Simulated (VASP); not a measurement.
The cell holds one Nb (bcc) (100) slab, with vacuum along c, ions free to move until forces fall under 0.03 eV/Å, no reconstruction beyond this cell, dipole correction on.

Consider the following.

```yaml
crystal:
  lattice:
    - [3.26944, 0.00000, 0.00000]
    - [0.00000, 3.26944, 0.00000]
    - [0.00000, 0.00000, 24.66941]
  atoms:
    - { symbol: Nb, position: [0.50000, 0.00000, 0.34118] }
    - { symbol: Nb, position: [0.00000, 0.50000, 0.39983] }
    - { symbol: Nb, position: [0.50000, 0.00000, 0.46498] }
    - { symbol: Nb, position: [0.00000, 0.50000, 0.53502] }
    - { symbol: Nb, position: [0.50000, 0.00000, 0.60017] }
    - { symbol: Nb, position: [0.00000, 0.50000, 0.65882] }
```

The numbers are results of PBEsol GGA, VASP's PBE PAW potentials (set 64) (plane waves; VASP), not measurements. Run with 400 eV cut-off, 9×9×1 Γ-centred mesh, first-order Methfessel-Paxton smearing of 0.10 eV, potentials Nb_sv.

Slab and bulk use different k-meshes, so the surface energy is good to a few per cent at best.

Task: Predict its surface energy, work function, band gap (on the k-mesh).

Result: 
```yaml
surface_energy: 2.59 J/m²
work_function: 3.67 eV
band gap (on the k-mesh): none (metal, semimetal or under 0.01 eV)
```

Measured: work function 3.97 eV (computed value off by -0.30 eV), as given by Richard Tran et al., Surface Science (2019), arXiv:1902.07811.

The cell is a thin slab with vacuum, built from Nb (bcc): (100) face.
